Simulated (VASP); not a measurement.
VASP runs on CuI (space group F-43m) share one base input (PBE GGA, plane waves, VASP's PBE PAW potentials (set 64)) and change the settings named in each case.

**INCAR**
```
! general
SYSTEM  = CuI
PREC    = Accurate
ENCUT   = 300
LREAL   = .False.
LASPH   = .True.   ! aspherical one-centre terms

! electronic loop
EDIFF   = 1E-6   ! SCF stop (eV)
NELM    = 100   ! most electronic steps
ALGO    = Normal   ! blocked Davidson
LMAXMIX = 4   ! l cut-off of mixed one-centre charges

! smearing
ISMEAR  = -1
SIGMA   = 0.01   ! width (eV)

! functional
GGA     = PE

! ions
ISIF    = 2

! output
LWAVE   = .False.
LCHARG  = .False.
```

POSCAR:
```
CuI
1
    0.0000000000     3.0250000000     3.0250000000
    3.0250000000     0.0000000000     3.0250000000
    3.0250000000     3.0250000000     0.0000000000
Cu I
1 1
Direct
  0.0000000000   0.0000000000   0.0000000000
  0.2500000000   0.2500000000   0.2500000000
```

KPOINTS:
```
Regular mesh
0
Gamma
 5 5 5
```

POTCAR, in this order: Cu I (PBE.64 set). Program: vasp_std.

| change | E(σ→0) (eV/atom) | pressure (GPa) |
|---|---|---|
| base run | -2.7762 | 0.12 |
| GGA = PS | -3.1447 | -2.68 |
| GGA_COMPAT = .FALSE., LNONCOLLINEAR = .TRUE., LSORBIT = .TRUE., MAGMOM = 0.0 0.0 0.0 0.0 0.0 0.0, program vasp_ncl | -2.8413 | 0.21 |
| KPOINTS 8×8×8 Γ-centred mesh | -2.7806 | … |
| LDAU = .TRUE., LDAUJ = 0 0, LDAUL = 2 -1, LDAUTYPE = 2, LDAUU = 7.0 0 | -1.8775 | … |

**Question.** What belongs in the gaps?

**Answer.** 
- KPOINTS 8×8×8 Γ-centred mesh, pressure (GPa): 0.09
- LDAU = .TRUE., LDAUJ = 0 0, LDAUL = 2 -1, LDAUTYPE = 2, LDAUU = 7.0 0, pressure (GPa): 1.36

Energies of different potentials or functionals have different zeros.  Unless said otherwise, spin-orbit coupling is left out, though it shifts the bands of the heavy elements here. At 300 eV the pressure can carry a Pulay error.

Left out are runs that ran out of time, are held back, or changed the cell or the kind of run, fixed moments of cells without a moment, rows past the twelfth, gaps on odd meshes, pressures of charged cells and columns that move by less than the noise.

The structure is a typed CuI crystal. The cell was not relaxed at this level.
